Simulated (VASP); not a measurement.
A convergence study with VASP on CsBr (CsCl type): one setting is varied, all else stays as given below, so the limit is that of these other settings.

```xyz
2
Lattice="4.2900 0.0000 0.0000 0.0000 4.2900 0.0000 0.0000 0.0000 4.2900" Properties=species:S:1:pos:R:3 pbc="T T T"
Cs     0.0000     0.0000     0.0000
Br     2.1450     2.1450     2.1450
```

Method: PBE GGA, VASP's PBE PAW potentials (set 64) (plane waves; VASP). The tightest run used: 550 eV cut-off, 15×15×15 Γ-centred mesh, Gaussian smearing of 0.050 eV, potentials Cs_sv Br.

| setting | E (eV/atom) | pressure (GPa) | irreducible k-points |
|---|---|---|---|
| 1×1×1 mesh | -0.8681 | 18.45 | 1 |
| 2×2×2 mesh | -2.9231 | 1.93 | 4 |
| 4×4×4 mesh | -3.0024 | 1.07 | 10 |

### Question
These are the cheaper rows. Estimate the results at 15×15×15 mesh, and how far the last row shown lies from them.

### Answer

| quantity | tightest run | last row shown is off by |
|---|---|---|
| E (eV/atom) | -3.0030 | 0.0006 |
| pressure (GPa) | 1.06 | 0.01 |

Left out are rungs that failed or repeat a setting and relaxations that didn't move; long series are thinned to 24 rows.

The compound is CsBr in the CsCl type structure. The cell was not relaxed at this level.
